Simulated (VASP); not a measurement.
## Band gap of rock-salt alkali halides: measurement against r2SCAN

Computed values from VASP (plane waves, PAW); cells keep the symmetry of their structure type. No spin-orbit coupling. Gaps are read over mesh and path in cells relaxed at that level.

Here x stands for r2SCAN gap and y for measured gap.

| solid | r2SCAN gap (eV) | measured gap (eV) | cut-off (eV) | basis of the measured value |
|---|---|---|---|---|
| NaI | 4.48 | ? | 400 | not stated, as measured |
| KI | 4.58 | 6.10 | 520 | not given (compiled; stated errors 0.2-0.5 eV), as measured |
| RbBr | 4.89 | 7.20 | 520 | not given (compiled; stated errors 0.2-0.5 eV), as measured |
| KBr | 5.07 | 7.40 | 520 | not given (compiled; stated errors 0.2-0.5 eV), as measured |
| KCl | 5.83 | 8.50 | 520 | unstated, as measured |
| KF | 6.91 | 10.90 | 520 | unstated, as measured |

Fit y of the 5 rows that show it with a straight line. With u = x - 5.5, the rows have u = -0.9200, -0.6100, -0.4300, 0.3300, 1.4100. Means: u -0.044000, y 8.020. About the means, the sum of products is 6.7524 and the sum of squares of u is 3.4907; the slope is their ratio. Least squares gives y = 8.105 + 1.9344·u. Residuals (row less fit): -0.225, 0.275, 0.127, -0.243, 0.067; standard error 0.262 (degrees of freedom: 3). The slope is 1.93 with a standard error of 0.14. Before the fit, r2SCAN less measured has mean -2.564, mean absolute 2.564 and median absolute 2.330 eV over these 5 rows.

Problem. What does the fit predict for y at x = 4.48, and how far is the measured value from it?

Solution. u = -1.0200, so y = 8.105 + 1.9344 × (-1.0200) = 6.132 eV. The measured value is 5.90 eV, 0.232 eV below the prediction (4.6 % of the range of y in the table). The row lies outside the fitted rows, so this is an extrapolation. From the scatter of the fitted rows alone, a prediction at this place has a standard error of 0.318 eV, so the miss is 0.7 times that.

Plain r2SCAN misses this row by -1.42 eV. These measured values aren't marked as zero-point corrected, so thermal and zero-point effects can be part of a miss beside the level's own error; see the basis column. Spin-orbit coupling is left out, which can shift this property for NaI, KI, RbBr, KBr. The rows are a random draw of 6 from the 6 solids that have both values on this basis (room or unstated temperature), of 9 computed in this series. Not drawn: V to Ni and open 4f shells, rows kept for tests, unfit runs, cells that left their space group, values derived or compiled from fits, values whose temperature is given only as extrapolated, encyclopaedia, home-page and unnamed sources, sources from 2025 on, runs on another kind of cell. Optical and fundamental gaps aren't told apart in the measured column. Measured values as quoted by these papers, many of them computational: NaI Abedi et al., (2022), arXiv:2211.14644; KI Aguado et al., (1998), arXiv:cond-mat/9809176; RbBr Aguado et al., (1998), arXiv:cond-mat/9809176; KBr Aguado et al., (1998), arXiv:cond-mat/9809176; KCl David Koller et al., Journal of Physics Condensed Matter (2013), arXiv:1304.4470; KF David Koller et al., Journal of Physics Condensed Matter (2013), arXiv:1304.4470.
